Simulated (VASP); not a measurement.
```
CsSnI3
1.0
    6.11391     0.00000     0.00000
    0.00000     6.11391     0.00000
    0.00000     0.00000     6.11391
Cs Sn I
1 1 3
Direct
  0.00000   0.00000   0.00000
  0.50000   0.50000   0.50000
  0.50000   0.00000   0.50000
  0.00000   0.50000   0.50000
  0.50000   0.50000   0.00000
```

Computed with vdW-DF-cx, VASP's PBE PAW potentials (set 64) (plane waves; VASP). Numerical set-up: 520 eV cut-off, 4×4×4 Γ-centred mesh, Gaussian smearing of 0.050 eV, potentials Cs_sv Sn_d I.

Unless said otherwise, spin-orbit coupling is left out, though it shifts the bands of the heavy elements here.

Problem. Estimate the energy per atom (σ→0), band gap (on the k-mesh) with the smallest direct gap where there is one.

Solution. 
| Property | Value |
|---|---|
| band gap (on the k-mesh) | 0.11 eV |
| smallest direct gap (on the k-mesh) | 0.11 eV |
| energy per atom (σ→0) | -0.455 eV/atom |

The absolute energy has meaning only against runs of the same code, potentials and settings.

The compound is CsSnI3 in the cubic perovskite structure, the ideal cubic form; the compound distorts at low or room temperature. This cell is one point of a volume scan, at 0.97 of the reference volume.
